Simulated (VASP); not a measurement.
Output of a VASP run:

OSZICAR:
```
...
DAV:   3    -0.138340946608E+02   -0.57485E+00   -0.57388E+00  6462   0.281E+01
DAV:   4    -0.138391016578E+02   -0.50070E-02   -0.50061E-02  6356   0.231E+00
DAV:   5    -0.138392367098E+02   -0.13505E-03   -0.13505E-03  6638   0.341E-01    0.115E+01
DAV:   6    -0.124270808724E+02    0.14122E+01   -0.27042E+01  6436   0.862E+01    0.986E+00
DAV:   7    -0.116929429079E+02    0.73414E+00   -0.82075E+00  6548   0.367E+01    0.224E+00
DAV:   8    -0.116970841742E+02   -0.41413E-02   -0.34982E-02  5986   0.240E+00    0.151E+00
DAV:   9    -0.116881477833E+02    0.89364E-02   -0.32653E-02  6776   0.251E+00    0.619E-01
DAV:  10    -0.116880291963E+02    0.11859E-03   -0.29555E-02  6968   0.213E+00    0.176E-01
DAV:  11    -0.116878502780E+02    0.17892E-03   -0.55928E-03  6328   0.109E+00    0.795E-02
DAV:  12    -0.116878110791E+02    0.39199E-04   -0.39982E-04  6312   0.315E-01    0.172E-02
DAV:  13    -0.116878198721E+02   -0.87930E-05   -0.54591E-05  6878   0.720E-02    0.857E-03
DAV:  14    -0.116878212260E+02   -0.13539E-05   -0.21483E-06  4132   0.220E-02    0.264E-03
DAV:  15    -0.116878212415E+02   -0.15548E-07   -0.50436E-07  2940   0.688E-03
   1 F= -.11687821E+02 E0= -.11687987E+02  d E =-.116878E+02  mag=     0.7686
       N       E                     dE             d eps       ncg     rms          rms(c)
DAV:   1    -0.133141753994E+02   -0.16264E+01   -0.24398E+01  6384   0.771E+01    0.109E+01
DAV:   2    -0.119946508468E+02    0.13195E+01   -0.19493E+01  6480   0.686E+01    0.548E+00
DAV:   3    -0.117182099008E+02    0.27644E+00   -0.32733E+00  6726   0.251E+01    0.225E+00
DAV:   4    -0.116934200196E+02    0.24790E-01   -0.80653E-02  6328   0.268E+00    0.883E-01
DAV:   5    -0.116845818551E+02    0.88382E-02   -0.14422E-02  7692   0.955E-01    0.376E-01
DAV:   6    -0.116848138702E+02   -0.23202E-03   -0.31617E-03  6660   0.913E-01    0.171E-01
DAV:   7    -0.116849790762E+02   -0.16521E-03   -0.51828E-04  6070   0.228E-01    0.867E-02
DAV:   8    -0.116849692072E+02    0.98690E-05   -0.24484E-04  6612   0.178E-01    0.275E-02
DAV:   9    -0.116849816371E+02   -0.12430E-04   -0.66614E-05  6016   0.994E-02    0.911E-03
DAV:  10    -0.116849850942E+02   -0.34571E-05   -0.46303E-06  4138   0.274E-02    0.372E-03
DAV:  11    -0.116849845308E+02    0.56336E-06   -0.21248E-06  2956   0.190E-02
   2 F= -.11684985E+02 E0= -.11685274E+02  d E =0.283671E-02  mag=     0.7243
       N       E                     dE             d eps       ncg     rms          rms(c)
DAV:   1    -0.121630066061E+02   -0.47802E+00   -0.70410E+00  6344   0.445E+01    0.583E+00
DAV:   2    -0.118215812574E+02    0.34143E+00   -0.68948E+00  6538   0.352E+01    0.319E+00
DAV:   3    -0.117073154886E+02    0.11427E+00   -0.11089E+00  6710   0.153E+01    0.122E+00
DAV:   4    -0.117049173339E+02    0.23982E-02   -0.33349E-02  6562   0.151E+00    0.474E-01
DAV:   5    -0.117037218821E+02    0.11955E-02   -0.99990E-03  7346   0.125E+00    0.261E-01
DAV:   6    -0.117038446218E+02   -0.12274E-03   -0.21593E-04  7272   0.155E-01    0.201E-01
DAV:   7    -0.117039891702E+02   -0.14455E-03   -0.28698E-04  6426   0.216E-01    0.522E-02
DAV:   8    -0.117040024093E+02   -0.13239E-04   -0.29944E-04  6564   0.202E-01    0.123E-02
DAV:   9    -0.117040133191E+02   -0.10910E-04   -0.97834E-06  6058   0.295E-02    0.438E-03
DAV:  10    -0.117040118042E+02    0.15148E-05   -0.23070E-06  3070   0.177E-02    0.244E-03
DAV:  11    -0.117040126342E+02   -0.82997E-06   -0.83477E-07  2924   0.115E-02
   3 F= -.11704013E+02 E0= -.11704205E+02  d E =-.161914E-01  mag=     0.7516
```

OUTCAR:
```
------------------------ aborting loop because EDIFF is reached ----------------------------------------
  FORCE on cell =-STRESS in cart. coord.  units (eV):
  Direction    XX          YY          ZZ          XY          YZ          ZX
  --------------------------------------------------------------------------------------
  Total       -0.0076494     -0.0076494     -0.0076494      0.0000000      0.0000000      0.0000000
  in kB       -1.1744466     -1.1744466     -1.1744466      0.0000000      0.0000000      0.0000000
  external PRESSURE =      -1.1744466 kB  Pullay stress =       0.0000000 kB
  volume of cell :       10.44
      direct lattice vectors                 reciprocal lattice vectors
     0.000000000  1.734434581  1.734434581    -0.288278385  0.288278385  0.288278385
     1.734434581 -0.000000000  1.734434581     0.288278385 -0.288278385  0.288278385
     1.734434581  1.734434581  0.000000000     0.288278385  0.288278385 -0.288278385
 POSITION                                       TOTAL-FORCE (eV/Angst)
 -----------------------------------------------------------------------------------
      0.00000      0.00000      0.00000        -0.000000     -0.000000      0.000000
 -----------------------------------------------------------------------------------
    total drift:                                0.000000      0.000000      0.000000
  FREE ENERGIE OF THE ION-ELECTRON SYSTEM (eV)
  ---------------------------------------------------
  free  energy   TOTEN  =       -11.7040126342 eV

  energy  without entropy=      -11.7045898354  energy(sigma->0) =      -11.70420503

 total charge

# of ion       s       p       d       tot
------------------------------------------
    1        0.535   0.560   8.324   9.420

 magnetization (x)

# of ion       s       p       d       tot
------------------------------------------
    1       -0.009  -0.043   0.821   0.769

 reached required accuracy - stopping structural energy minimisation
```
(Selected blocks of OUTCAR.)

### POSCAR
```
Ni
1
    0.0000000000     1.7620000000     1.7620000000
    1.7620000000     0.0000000000     1.7620000000
    1.7620000000     1.7620000000     0.0000000000
Ni
1
Direct
  0.0000000000   0.0000000000   0.0000000000
```

Q: Reconstruct the remaining input files.

A: One answer among several that fit: the input of the run itself, r2SCAN+rVV10, plane waves, VASP's PBE PAW potentials (set 64).

File KPOINTS:
```
Automatic mesh
0
Gamma
16 16 16
0 0 0
```

**INCAR**
```
NELM  =  100
CPARAM  =  0.0093
ENCUT  =  400
ISMEAR  =  1
LASPH  =  .True.
LWAVE  =  .False.
LMAXMIX  =  4   ! l cut-off of mixed one-centre charges
LUSE_VDW  =  .True.
LREAL  =  .False.   ! projection in real space or not
ALGO  =  Normal   ! blocked Davidson
ISIF  =  3   ! ions, shape and volume
LMIXTAU  =  .True.
BPARAM  =  11.95
PREC  =  Accurate
LCHARG  =  .False.
LORBIT  =  10
NSW  =  60   ! most ionic steps
SYSTEM  =  Ni
EDIFF  =  1E-6
IBRION  =  2
MAGMOM  =  2.0
METAGGA  =  R2SCAN
SIGMA  =  0.1   ! width (eV)
EDIFFG  =  -0.01   ! ionic stop
ISPIN  =  2   ! spin-polarised
```

POTCAR, in this order: Ni (PBE.64 set). Program: vasp_std.

Energy and stress use the plane-wave basis of the starting cell.

The structure comes from a measured Ni entry (Fm-3m) of the Crystallography Open Database, whose conditions weren't checked. This run relaxes it. Symmetry was kept, so distortions that lower it aren't found.
